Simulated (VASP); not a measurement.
Level of theory: r2SCAN meta-GGA, VASP's PBE PAW potentials (set 64) (plane waves; VASP).

Input for VASP

**KPOINTS**
```
Automatic
0
Gamma
 7 7 7
0 0 0
```

File POSCAR:
```
Bi
1.0
  4.3176942490  -2.2679499491   0.0547484599
  4.3176942490   2.2679499491   0.0547484599
  3.0791413544   0.0000000000   3.7825872557
Bi
2
Direct
  0.2313435324   0.2313435324   0.2313435324
  0.7686564676   0.7686564676   0.7686564676
```

### INCAR
```
SYSTEM  =  Bi
PREC  =  Accurate; ENCUT  =  520; LREAL  =  F
LASPH  =  T
EDIFF  =  1E-7; NELM  =  100; ALGO  =  Normal
LMAXMIX  =  4; LMIXTAU  =  T
ISMEAR  =  0; SIGMA  =  0.05
METAGGA  =  R2SCAN
IBRION  =  2; NSW  =  30; ISIF  =  4
EDIFFG  =  -0.01
LWAVE  =  F; LCHARG  =  F
```

POTCAR, in this order: Bi_d (PBE.64 set). Program: vasp_std.

The run wrote:

**OSZICAR**
```
       N       E                     dE             d eps       ncg     rms          rms(c)
DAV:   1     0.191158804737E+03    0.19116E+03   -0.16914E+04  1683   0.192E+03
DAV:   2    -0.984000537413E+02   -0.28956E+03   -0.28440E+03  1684   0.471E+02
DAV:   3    -0.122940875367E+03   -0.24541E+02   -0.24037E+02  1960   0.161E+02
DAV:   4    -0.123861289695E+03   -0.92041E+00   -0.91865E+00  1892   0.334E+01
DAV:   5    -0.123908575000E+03   -0.47285E-01   -0.47284E-01  2264   0.674E+00    0.147E+00
DAV:   6    -0.117741076799E+03    0.61675E+01   -0.21474E+00  1816   0.261E+01    0.102E+00
DAV:   7    -0.116861664253E+03    0.87941E+00   -0.18445E-01  1681   0.554E+00    0.622E-01
DAV:   8    -0.117330592849E+03   -0.46893E+00   -0.17902E-01  1672   0.357E+00    0.143E-01
DAV:   9    -0.116932446454E+03    0.39815E+00   -0.12360E-01  1672   0.352E+00    0.121E-01
DAV:  10    -0.117010630806E+03   -0.78184E-01   -0.47860E-02  1678   0.161E+00    0.110E-01
DAV:  11    -0.117007884188E+03    0.27466E-02   -0.76985E-03  1715   0.101E+00    0.525E-02
DAV:  12    -0.117016691748E+03   -0.88076E-02   -0.80568E-03  1672   0.815E-01    0.433E-02
DAV:  13    -0.117016571212E+03    0.12054E-03   -0.32605E-04  2114   0.188E-01    0.488E-02
DAV:  14    -0.117017436512E+03   -0.86530E-03   -0.26317E-04  1684   0.225E-01    0.210E-02
DAV:  15    -0.117018457469E+03   -0.10210E-02   -0.33563E-04  1672   0.219E-01    0.236E-03
DAV:  16    -0.117018517190E+03   -0.59721E-04   -0.12462E-05  2205   0.340E-02    0.236E-03
DAV:  17    -0.117018517813E+03   -0.62271E-06   -0.50187E-07  1551   0.511E-03    0.273E-03
DAV:  18    -0.117018550215E+03   -0.32403E-04   -0.98481E-06  1672   0.268E-02    0.149E-03
DAV:  19    -0.117018554833E+03   -0.46179E-05   -0.36466E-06  1678   0.147E-02    0.679E-04
DAV:  20    -0.117018555211E+03   -0.37760E-06   -0.19400E-07  1497   0.395E-03    0.563E-04
DAV:  21    -0.117018555297E+03   -0.86062E-07   -0.16067E-07  1326   0.454E-03
   1 F= -.11701856E+03 E0= -.11701836E+03  d E =-.117019E+03
       N       E                     dE             d eps       ncg     rms          rms(c)
DAV:   1    -0.117019220041E+03   -0.66483E-03   -0.84423E-02  1798   0.226E+00    0.149E-01
DAV:   2    -0.117019072560E+03    0.14748E-03   -0.42779E-03  2380   0.913E-01    0.946E-02
DAV:   3    -0.117018698737E+03    0.37382E-03   -0.65061E-04  2038   0.485E-01    0.609E-03
DAV:   4    -0.117018815578E+03   -0.11684E-03   -0.37360E-04  1675   0.196E-01    0.607E-03
DAV:   5    -0.117018835932E+03   -0.20354E-04   -0.41283E-05  1678   0.515E-02    0.294E-03
DAV:   6    -0.117018839872E+03   -0.39399E-05   -0.89627E-06  1702   0.260E-02    0.129E-03
DAV:   7    -0.117018841008E+03   -0.11362E-05   -0.18747E-06  1732   0.143E-02    0.572E-04
DAV:   8    -0.117018841308E+03   -0.29996E-06   -0.58079E-07  1468   0.747E-03    0.325E-04
DAV:   9    -0.117018841508E+03   -0.20022E-06   -0.44447E-08   968   0.259E-03    0.118E-04
DAV:  10    -0.117018841487E+03    0.21319E-07   -0.12909E-08   842   0.182E-03
   2 F= -.11701884E+03 E0= -.11701869E+03  d E =-.286190E-03
       N       E                     dE             d eps       ncg     rms          rms(c)
DAV:   1    -0.117022611341E+03   -0.37698E-02   -0.75743E-01  1801   0.677E+00    0.448E-01
DAV:   2    -0.117021293119E+03    0.13182E-02   -0.38550E-02  2380   0.266E+00    0.284E-01
DAV:   3    -0.117018022862E+03    0.32703E-02   -0.57433E-03  2022   0.143E+00    0.190E-02
DAV:   4    -0.117019012033E+03   -0.98917E-03   -0.31891E-03  1678   0.564E-01    0.182E-02
DAV:   5    -0.117019181466E+03   -0.16943E-03   -0.37240E-04  1678   0.156E-01    0.876E-03
DAV:   6    -0.117019218702E+03   -0.37235E-04   -0.81582E-05  1699   0.793E-02    0.376E-03
DAV:   7    -0.117019228255E+03   -0.95536E-05   -0.15924E-05  1850   0.417E-02    0.171E-03
DAV:   8    -0.117019230473E+03   -0.22180E-05   -0.52409E-06  1702   0.227E-02    0.989E-04
DAV:   9    -0.117019232289E+03   -0.18162E-05   -0.44895E-07  1558   0.857E-03    0.373E-04
DAV:  10    -0.117019232110E+03    0.17979E-06   -0.11944E-07  1268   0.556E-03    0.194E-04
DAV:  11    -0.117019232367E+03   -0.25772E-06   -0.69529E-08  1128   0.382E-03    0.105E-04
DAV:  12    -0.117019232363E+03    0.41982E-08   -0.11380E-08   839   0.144E-03
   3 F= -.11701923E+03 E0= -.11701916E+03  d E =-.677066E-03
       N       E                     dE             d eps       ncg     rms          rms(c)
DAV:   1    -0.117019243405E+03   -0.11037E-04   -0.22519E-03  1798   0.369E-01    0.244E-02
DAV:   2    -0.117019239403E+03    0.40016E-05   -0.11409E-04  2383   0.150E-01    0.155E-02
DAV:   3    -0.117019229148E+03    0.10255E-04   -0.16938E-05  2031   0.794E-02    0.975E-04
DAV:   4    -0.117019232273E+03   -0.31256E-05   -0.98394E-06  1678   0.318E-02    0.976E-04
DAV:   5    -0.117019232808E+03   -0.53466E-06   -0.10408E-06  1550   0.825E-03    0.475E-04
DAV:   6    -0.117019232948E+03   -0.14009E-06   -0.22972E-07  1341   0.413E-03    0.216E-04
DAV:   7    -0.117019232978E+03   -0.29899E-07   -0.53972E-08   938   0.273E-03
   4 F= -.11701923E+03 E0= -.11701917E+03  d E =-.677681E-03
       N       E                     dE             d eps       ncg     rms          rms(c)
DAV:   1    -0.117019410557E+03   -0.17761E-03   -0.20250E-02  1837   0.111E+00    0.810E-02
DAV:   2    -0.117019316829E+03    0.93728E-04   -0.10489E-03  2403   0.457E-01    0.509E-02
DAV:   3    -0.117019230649E+03    0.86179E-04   -0.16670E-04  2091   0.252E-01    0.510E-03
DAV:   4    -0.117019253126E+03   -0.22476E-04   -0.77137E-05  1678   0.951E-02    0.308E-03
DAV:   5    -0.117019257827E+03   -0.47013E-05   -0.10845E-05  1678   0.342E-02    0.154E-03
DAV:   6    -0.117019260508E+03   -0.26808E-05   -0.25456E-06  1684   0.178E-02    0.617E-04
DAV:   7    -0.117019260102E+03    0.40563E-06   -0.12634E-06  1675   0.114E-02    0.483E-04
DAV:   8    -0.117019260864E+03   -0.76150E-06   -0.63428E-07  1526   0.870E-03    0.176E-04
DAV:   9    -0.117019260941E+03   -0.77190E-07   -0.51506E-08   980   0.259E-03
   5 F= -.11701926E+03 E0= -.11701921E+03  d E =-.279629E-04
```

File OUTCAR:
```
------------------------ aborting loop because EDIFF is reached ----------------------------------------
  FORCE on cell =-STRESS in cart. coord.  units (eV):
  Direction    XX          YY          ZZ          XY          YZ          ZX
  --------------------------------------------------------------------------------------
  Total       -0.1190591     -0.1162114     -0.1165258      0.0000000      0.0000000     -0.0009461
  in kB       -2.6018058     -2.5395753     -2.5464452      0.0000000      0.0000000     -0.0206754
  external PRESSURE =      -2.5626088 kB  Pullay stress =       0.0000000 kB
  volume of cell :       73.32
      direct lattice vectors                 reciprocal lattice vectors
     4.286504947 -2.277577286  0.038528898     0.117494751 -0.219531518 -0.094522068
     4.286504947  2.277577286  0.038528898     0.117494751  0.219531518 -0.094522068
     3.042694460  0.000000000  3.782192186    -0.002393820  0.000000000  0.266322707
 POSITION                                       TOTAL-FORCE (eV/Angst)
 -----------------------------------------------------------------------------------
      2.69325      0.00000      0.89482        -0.002525      0.000000     -0.000839
      8.92245      0.00000      2.96443         0.002525      0.000000      0.000839
 -----------------------------------------------------------------------------------
    total drift:                                0.000000     -0.000000     -0.000000
  FREE ENERGIE OF THE ION-ELECTRON SYSTEM (eV)
  ---------------------------------------------------
  free  energy   TOTEN  =      -117.0192609408 eV

  energy  without entropy=     -117.0191551254  energy(sigma->0) =     -117.01920803

 reached required accuracy - stopping structural energy minimisation
```
(Selected blocks of OUTCAR.)

**CONTCAR**
```
Bi
   1.00000000000000
     4.2865049472365024   -2.2775772857139454    0.0385288978415250
     4.2865049472365024    2.2775772857139454    0.0385288978415250
     3.0426944595921532    0.0000000000000000    3.7821921859274683
  Bi
     2
Direct
     0.2318630322732310    0.2318630322732310    0.2318630322733193
     0.7681369677267690    0.7681369677267690    0.7681369677266806
```

The compound is Bi in the a7 structure. This run relaxes it. Symmetry was kept, so distortions that lower it aren't found.
